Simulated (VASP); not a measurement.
These are PBE GGA, VASP's PBE PAW potentials (set 64) (plane waves; VASP) values and carry that method's errors.

VASP input:

File POSCAR:
```
YbSi2
8.7296840
 -0.2042865469   0.2042865469   0.5000000000
  0.2042865469  -0.2042865469   0.5000000000
  0.2042865469   0.2042865469  -0.5000000000
Yb Si
1 2
Cart
  0.0000000000   0.0000000000   0.0000000000
  0.0000000000  -0.0000000000   0.3353000000
  0.0000000000  -0.0000000000   0.6647000000
```

File KPOINTS:
```
Regular mesh
0
gamma
  9 9 9
```

INCAR:
```
# general
SYSTEM  = YbSi2
PREC    = Accurate
ENCUT   = 400
LREAL   = .FALSE.
LASPH   = .TRUE.

# electronic loop
EDIFF   = 1E-6
NELM    = 100
ALGO    = Normal
LMAXMIX = 6

# smearing
ISMEAR  = 1
SIGMA   = 0.1

# functional
GGA     = PE

# ions
ISIF    = 2

# output
LWAVE   = .FALSE.
LCHARG  = .FALSE.
```

POTCAR, in this order: Yb_2 Si (PBE.64 set). Program: vasp_std.

**Question.** What will the output report for the number of irreducible k-points (NKPTS), number of bands (NBANDS), largest plane-wave count, number of space-group operations, FFT grid (NGX, NGY, NGZ)?

**Answer.** 
The number of irreducible k-points (NKPTS) is 75. The number of bands (NBANDS) is 12, the largest plane-wave count is 1034 and the number of space-group operations is 16. The FFT grid (NGX, NGY, NGZ) is 36 × 36 × 36.

The structure was generated: YbSi2 was put into the MoSi2 type (I4/mmm), which need not be its known phase. The cell was not relaxed at this level. The 4f electrons are frozen in the core of the lanthanide potential, so 4f levels, which can set the real gap, and their magnetism are missing.
